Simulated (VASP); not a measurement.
Computed with PBE GGA, VASP's PBE PAW potentials (set 64) (plane waves; VASP).

A VASP calculation is set up with these files.

**POSCAR**
```
Tm
1
    3.5106420000     0.0000000000     0.0000000000
   -1.7553210000     3.0403050000     0.0000000000
    0.0000000000     0.0000000000    11.2955110000
Tm
4
Direct
  0.0000000000   0.0000000000   0.0000000000
  0.0000000000   0.0000000000   0.5000000000
  0.3333330000   0.6666670000   0.2500000000
  0.6666670000   0.3333330000   0.7500000000
```

**KPOINTS**
```
Regular mesh
0
G
  5 5 2
0 0 0
```

**INCAR**
```
ISMEAR  =  0   ! Gaussian
SYSTEM  =  Tm
EDIFF  =  1E-6   ! SCF stop (eV)
ALGO  =  Normal   ! blocked Davidson
ENCUT  =  300   ! plane-wave cut-off (eV)
LASPH  =  .True.   ! aspherical one-centre terms
ISPIN  =  2   ! spin-polarised
LWAVE  =  .False.
LORBIT  =  11
LMAXMIX  =  6
LREAL  =  .False.   ! projection in real space or not
PREC  =  Accurate
ISIF  =  2   ! forces and stress, cell fixed
SIGMA  =  0.1   ! width (eV)
NELM  =  100   ! most electronic steps
GGA  =  PE   ! PBE
LCHARG  =  .False.
MAGMOM  =  2.0 2.0 2.0 2.0
```

POTCAR, in this order: Tm (PBE.64 set). Program: vasp_std.

The run wrote:

File OSZICAR:
```
...
DAV:  12    -0.439695039149E+02    0.13928E+01   -0.12781E+00  4392   0.823E+00    0.109E+02
DAV:  13    -0.463299870403E+02   -0.23605E+01   -0.20052E+00  3706   0.764E+00    0.120E+02
DAV:  14    -0.263085316348E+02    0.20021E+02   -0.32894E+01  2890   0.446E+01    0.769E+01
DAV:  15    -0.159071480484E+02    0.10401E+02   -0.13325E+01  3544   0.392E+01    0.486E+01
DAV:  16    -0.144770786346E+02    0.14301E+01   -0.58666E+00  4005   0.255E+01    0.276E+01
DAV:  17    -0.142157045917E+02    0.26137E+00   -0.34705E+00  3640   0.218E+01    0.366E+01
DAV:  18    -0.143084810404E+02   -0.92776E-01   -0.23051E+00  3924   0.152E+01    0.361E+01
DAV:  19    -0.141402543040E+02    0.16823E+00   -0.19487E+00  3925   0.150E+01    0.377E+01
DAV:  20    -0.139692014081E+02    0.17105E+00   -0.45206E-01  3991   0.110E+01    0.361E+01
DAV:  21    -0.141377590406E+02   -0.16856E+00   -0.30113E-01  3904   0.372E+00    0.374E+01
DAV:  22    -0.140667578418E+02    0.71001E-01   -0.45861E-02  4141   0.174E+00    0.363E+01
DAV:  23    -0.138540938045E+02    0.21266E+00   -0.34354E-01  3578   0.916E+00    0.276E+01
DAV:  24    -0.142189588802E+02   -0.36487E+00   -0.65023E-02  3614   0.436E+00    0.266E+01
DAV:  25    -0.146998724499E+02   -0.48091E+00   -0.12871E-01  3351   0.111E+01    0.253E+01
DAV:  26    -0.148925335314E+02   -0.19266E+00   -0.43417E-01  3282   0.198E+01    0.207E+01
DAV:  27    -0.148748113387E+02    0.17722E-01   -0.33533E-01  3471   0.110E+01    0.209E+01
DAV:  28    -0.148590726051E+02    0.15739E-01   -0.17414E-01  3790   0.274E+00    0.213E+01
DAV:  29    -0.148983925256E+02   -0.39320E-01   -0.13877E-02  4104   0.163E+00    0.225E+01
DAV:  30    -0.147408541573E+02    0.15754E+00   -0.12818E-02  3670   0.157E+00    0.219E+01
DAV:  31    -0.149173552007E+02   -0.17650E+00   -0.57108E-02  3579   0.244E+00    0.253E+01
DAV:  32    -0.143138458603E+02    0.60351E+00   -0.13023E+00  3118   0.933E+00    0.164E+01
DAV:  33    -0.144656035497E+02   -0.15176E+00   -0.15726E-01  3392   0.600E+00    0.188E+01
DAV:  34    -0.144675537388E+02   -0.19502E-02   -0.33613E-02  3541   0.274E+00    0.203E+01
DAV:  35    -0.144464155553E+02    0.21138E-01   -0.17203E-02  3971   0.864E-01    0.211E+01
DAV:  36    -0.144446069154E+02    0.18086E-02   -0.48377E-03  3974   0.544E-01    0.216E+01
DAV:  37    -0.144359240819E+02    0.86828E-02   -0.20759E-03  3896   0.214E-01    0.217E+01
DAV:  38    -0.144409525084E+02   -0.50284E-02   -0.25530E-04  3969   0.140E-01    0.217E+01
DAV:  39    -0.144625230088E+02   -0.21571E-01   -0.40000E-03  3221   0.907E-01    0.228E+01
DAV:  40    -0.145534239021E+02   -0.90901E-01   -0.10918E-02  3301   0.200E+00    0.218E+01
DAV:  41    -0.145741173630E+02   -0.20693E-01   -0.92152E-03  3585   0.111E+00    0.219E+01
DAV:  42    -0.142330420495E+02    0.34108E+00   -0.19667E-01  3248   0.440E+00    0.174E+01
DAV:  43    -0.142797290362E+02   -0.46687E-01   -0.40917E-02  3764   0.298E+00    0.169E+01
DAV:  44    -0.142906502576E+02   -0.10921E-01   -0.18960E-02  3628   0.760E-01    0.169E+01
DAV:  45    -0.142731920144E+02    0.17458E-01   -0.19527E-02  3264   0.312E+00    0.149E+01
DAV:  46    -0.144249407069E+02   -0.15175E+00   -0.50158E-02  3354   0.474E+00    0.127E+01
DAV:  47    -0.145822396319E+02   -0.15730E+00   -0.35576E-02  3388   0.473E+00    0.137E+01
DAV:  48    -0.147078052909E+02   -0.12557E+00   -0.25496E-02  3753   0.274E+00    0.123E+01
DAV:  49    -0.150101613420E+02   -0.30236E+00   -0.70783E-02  3364   0.537E+00    0.135E+01
DAV:  50    -0.153299946856E+02   -0.31983E+00   -0.13086E-01  3479   0.894E+00    0.157E+01
DAV:  51    -0.154195332491E+02   -0.89539E-01   -0.68878E-01  3214   0.124E+01    0.168E+01
DAV:  52    -0.154031753010E+02    0.16358E-01   -0.10856E-01  3590   0.250E+00    0.162E+01
DAV:  53    -0.153882255179E+02    0.14950E-01   -0.14954E-02  4210   0.109E+00    0.161E+01
DAV:  54    -0.153933147696E+02   -0.50893E-02   -0.99415E-02  3342   0.609E+00    0.206E+01
DAV:  55    -0.153639304187E+02    0.29384E-01   -0.23395E-01  3306   0.740E+00    0.218E+01
DAV:  56    -0.153688712389E+02   -0.49408E-02   -0.10599E+00  3270   0.180E+01    0.307E+01
DAV:  57    -0.155153562519E+02   -0.14649E+00   -0.49308E-01  3699   0.698E+00    0.256E+01
DAV:  58    -0.155429561476E+02   -0.27600E-01   -0.45531E-02  3717   0.150E+00    0.254E+01
DAV:  59    -0.155445324986E+02   -0.15764E-02   -0.12290E-02  3740   0.191E+00    0.265E+01
DAV:  60    -0.155504071511E+02   -0.58747E-02   -0.53690E-03  4077   0.118E+00    0.266E+01
DAV:  61    -0.156755097220E+02   -0.12510E+00   -0.87400E-01  3208   0.330E+01    0.151E+01
DAV:  62    -0.158110661797E+02   -0.13556E+00   -0.26366E-01  3741   0.111E+01    0.161E+01
DAV:  63    -0.158023873856E+02    0.86788E-02   -0.86384E-02  3815   0.454E+00    0.164E+01
DAV:  64    -0.156983001390E+02    0.10409E+00   -0.49474E-02  3745   0.549E+00    0.162E+01
DAV:  65    -0.156094480662E+02    0.88852E-01   -0.31998E-01  3259   0.130E+01    0.192E+01
DAV:  66    -0.161499331599E+02   -0.54049E+00   -0.96815E-01  3834   0.138E+01    0.298E+01
DAV:  67    -0.157934360264E+02    0.35650E+00   -0.69577E-01  3396   0.148E+01    0.180E+01
DAV:  68    -0.160667882997E+02   -0.27335E+00   -0.20129E-01  3702   0.809E+00    0.239E+01
DAV:  69    -0.161724598750E+02   -0.10567E+00   -0.45194E-01  3727   0.107E+01    0.241E+01
DAV:  70    -0.163341475417E+02   -0.16169E+00   -0.75568E-01  3563   0.112E+01    0.284E+01
DAV:  71    -0.164169358583E+02   -0.82788E-01   -0.78438E-02  3715   0.250E+00    0.291E+01
DAV:  72    -0.164064173362E+02    0.10519E-01   -0.22939E-02  4087   0.168E+00    0.288E+01
DAV:  73    -0.164124986599E+02   -0.60813E-02   -0.88079E-03  4024   0.407E-01    0.288E+01
DAV:  74    -0.164293272425E+02   -0.16829E-01   -0.12834E-03  3690   0.559E-01    0.288E+01
DAV:  75    -0.164294062612E+02   -0.79019E-04   -0.44368E-03  3595   0.126E+00    0.285E+01
DAV:  76    -0.161964278171E+02    0.23298E+00   -0.73682E-02  3203   0.664E+00    0.282E+01
DAV:  77    -0.156273635301E+02    0.56906E+00   -0.30419E-01  3494   0.731E+00    0.154E+01
DAV:  78    -0.157427351535E+02   -0.11537E+00   -0.42971E-01  3607   0.630E+00    0.124E+01
DAV:  79    -0.158687085868E+02   -0.12597E+00   -0.69622E-02  3749   0.374E+00    0.161E+01
DAV:  80    -0.158640218608E+02    0.46867E-02   -0.24670E-02  3872   0.299E+00    0.156E+01
DAV:  81    -0.159305596279E+02   -0.66538E-01   -0.39330E-01  3579   0.130E+01    0.263E+01
DAV:  82    -0.157807232359E+02    0.14984E+00   -0.54270E-02  3728   0.530E+00    0.253E+01
DAV:  83    -0.156421310068E+02    0.13859E+00   -0.52758E-02  3645   0.443E+00    0.237E+01
DAV:  84    -0.154008344560E+02    0.24130E+00   -0.13306E-01  3675   0.753E+00    0.192E+01
DAV:  85    -0.153504326032E+02    0.50402E-01   -0.37924E-02  4285   0.368E+00    0.184E+01
DAV:  86    -0.149420888368E+02    0.40834E+00   -0.13618E-01  3295   0.963E+00    0.148E+01
DAV:  87    -0.151054183365E+02   -0.16333E+00   -0.72068E-02  3798   0.326E+00    0.136E+01
DAV:  88    -0.151214345593E+02   -0.16016E-01   -0.19154E-02  3579   0.715E-01    0.135E+01
DAV:  89    -0.151152322988E+02    0.62023E-02   -0.11113E-03  3728   0.742E-01    0.134E+01
DAV:  90    -0.151494014476E+02   -0.34169E-01   -0.25455E-03  3762   0.143E+00    0.133E+01
DAV:  91    -0.155017991042E+02   -0.35240E+00   -0.24222E-02  3359   0.528E+00    0.134E+01
DAV:  92    -0.154809363619E+02    0.20863E-01   -0.16141E-02  3622   0.326E+00    0.143E+01
DAV:  93    -0.155465998291E+02   -0.65663E-01   -0.12484E-02  3973   0.250E+00    0.139E+01
DAV:  94    -0.155761274596E+02   -0.29528E-01   -0.14046E-02  3783   0.345E+00    0.144E+01
DAV:  95    -0.156061767901E+02   -0.30049E-01   -0.71644E-02  3468   0.668E+00    0.159E+01
DAV:  96    -0.156066624114E+02   -0.48562E-03   -0.58119E-01  3495   0.103E+01    0.153E+01
DAV:  97    -0.157973742806E+02   -0.19071E+00   -0.75332E-02  3276   0.751E+00    0.167E+01
DAV:  98    -0.158498625535E+02   -0.52488E-01   -0.69831E-02  3760   0.509E+00    0.196E+01
DAV:  99    -0.157152476770E+02    0.13461E+00   -0.14511E-01  3537   0.894E+00    0.218E+01
DAV: 100    -0.155934843118E+02    0.12176E+00   -0.99685E-02  3830   0.761E+00
   1 F= -.15593484E+02 E0= -.15525151E+02  d E =-.136666E+00  mag=    -0.2343
```

OUTCAR:
```
------------------------ aborting loop EDIFF was not reached (unconverged)  ----------------------------
  FORCE on cell =-STRESS in cart. coord.  units (eV):
  Direction    XX          YY          ZZ          XY          YZ          ZX
  --------------------------------------------------------------------------------------
  Total       22.9567684     22.9567660     13.5986588      0.0000000      0.0000000      0.0000000
  in kB      305.0786064    305.0785751    180.7161973      0.0000000      0.0000000      0.0000000
  external PRESSURE =     263.6244596 kB  Pullay stress =       0.0000000 kB
  volume of cell :      120.56
      direct lattice vectors                 reciprocal lattice vectors
     3.510642000  0.000000000  0.000000000     0.284848184  0.164457184  0.000000000
    -1.755321000  3.040305000  0.000000000     0.000000000  0.328914369  0.000000000
     0.000000000  0.000000000 11.295511000     0.000000000  0.000000000  0.088530745
 POSITION                                       TOTAL-FORCE (eV/Angst)
 -----------------------------------------------------------------------------------
      0.00000      0.00000      0.00000         0.000000      0.000000      0.000000
      0.00000      0.00000      5.64776         0.000000      0.000000      0.000000
     -0.00000      2.02687      2.82388        -0.000000     -0.000000     -0.000000
      1.75532      1.01343      8.47163         0.000000      0.000000     -0.000000
 -----------------------------------------------------------------------------------
    total drift:                                0.000000      0.000000      0.000000
  FREE ENERGIE OF THE ION-ELECTRON SYSTEM (eV)
  ---------------------------------------------------
  free  energy   TOTEN  =       -15.5934843118 eV

  energy  without entropy=      -15.4568184728  energy(sigma->0) =      -15.52515139

 total charge

# of ion       s       p       d       f       tot
--------------------------------------------------
    1        2.217   5.943   0.446  11.565  20.171
    2        2.217   5.943   0.446  11.565  20.171
    3        2.222   5.948   0.466  13.103  21.739
    4        2.222   5.948   0.466  13.103  21.739
--------------------------------------------------
tot          8.879  23.781   1.823  49.336  83.820

 magnetization (x)

# of ion       s       p       d       f       tot
--------------------------------------------------
    1       -0.006   0.010  -0.029  -2.209  -2.234
    2       -0.006   0.010  -0.029  -2.209  -2.234
    3        0.004  -0.028  -0.020   0.682   0.638
    4        0.004  -0.028  -0.020   0.682   0.638
--------------------------------------------------
tot         -0.004  -0.036  -0.099  -3.053  -3.192
```
(Selected blocks of OUTCAR.)

### stdout
```
...
DAV:  81    -0.159305596279E+02   -0.66538E-01   -0.39330E-01  3579   0.130E+01    0.263E+01
DAV:  82    -0.157807232359E+02    0.14984E+00   -0.54270E-02  3728   0.530E+00    0.253E+01
DAV:  83    -0.156421310068E+02    0.13859E+00   -0.52758E-02  3645   0.443E+00    0.237E+01
DAV:  84    -0.154008344560E+02    0.24130E+00   -0.13306E-01  3675   0.753E+00    0.192E+01
DAV:  85    -0.153504326032E+02    0.50402E-01   -0.37924E-02  4285   0.368E+00    0.184E+01
DAV:  86    -0.149420888368E+02    0.40834E+00   -0.13618E-01  3295   0.963E+00    0.148E+01
DAV:  87    -0.151054183365E+02   -0.16333E+00   -0.72068E-02  3798   0.326E+00    0.136E+01
DAV:  88    -0.151214345593E+02   -0.16016E-01   -0.19154E-02  3579   0.715E-01    0.135E+01
DAV:  89    -0.151152322988E+02    0.62023E-02   -0.11113E-03  3728   0.742E-01    0.134E+01
DAV:  90    -0.151494014476E+02   -0.34169E-01   -0.25455E-03  3762   0.143E+00    0.133E+01
DAV:  91    -0.155017991042E+02   -0.35240E+00   -0.24222E-02  3359   0.528E+00    0.134E+01
DAV:  92    -0.154809363619E+02    0.20863E-01   -0.16141E-02  3622   0.326E+00    0.143E+01
DAV:  93    -0.155465998291E+02   -0.65663E-01   -0.12484E-02  3973   0.250E+00    0.139E+01
DAV:  94    -0.155761274596E+02   -0.29528E-01   -0.14046E-02  3783   0.345E+00    0.144E+01
DAV:  95    -0.156061767901E+02   -0.30049E-01   -0.71644E-02  3468   0.668E+00    0.159E+01
DAV:  96    -0.156066624114E+02   -0.48562E-03   -0.58119E-01  3495   0.103E+01    0.153E+01
DAV:  97    -0.157973742806E+02   -0.19071E+00   -0.75332E-02  3276   0.751E+00    0.167E+01
DAV:  98    -0.158498625535E+02   -0.52488E-01   -0.69831E-02  3760   0.509E+00    0.196E+01
DAV:  99    -0.157152476770E+02    0.13461E+00   -0.14511E-01  3537   0.894E+00    0.218E+01
DAV: 100    -0.155934843118E+02    0.12176E+00   -0.99685E-02  3830   0.761E+00

 -----------------------------------------------------------------------------
|                                                                             |
|           W    W    AA    RRRRR   N    N  II  N    N   GGGG   !!!           |
|           W    W   A  A   R    R  NN   N  II  NN   N  G    G  !!!           |
|           W    W  A    A  R    R  N N  N  II  N N  N  G       !!!           |
|           W WW W  AAAAAA  RRRRR   N  N N  II  N  N N  G  GGG   !            |
|           WW  WW  A    A  R   R   N   NN  II  N   NN  G    G                |
|           W    W  A    A  R    R  N    N  II  N    N   GGGG   !!!           |
|                                                                             |
|     The electronic self-consistency was not achieved in the given           |
|     number of steps (NELM). The forces and other quantities evaluated       |
|     might not be reliable so examine the results carefully. If you find     |
|     spurious results, we suggest increasing NELM, if you were close to      |
|     convergence or switching to a different ALGO or adjusting the           |
|     density mixing parameters otherwise.                                    |
|                                                                             |
 -----------------------------------------------------------------------------

   1 F= -.15593484E+02 E0= -.15525151E+02  d E =-.136666E+00  mag=    -0.2343
```

The run did not converge; its last values are not results.

At this cut-off the stress carries a Pulay error, which pulls relaxed volumes low.

The structure was generated: Tm was put into an ordered model structure, which need not be its known phase. The cell was not relaxed at this level. The k-mesh is coarse (spacing up to 0.41 per Å, 2π included), so the numbers may not be converged in it.
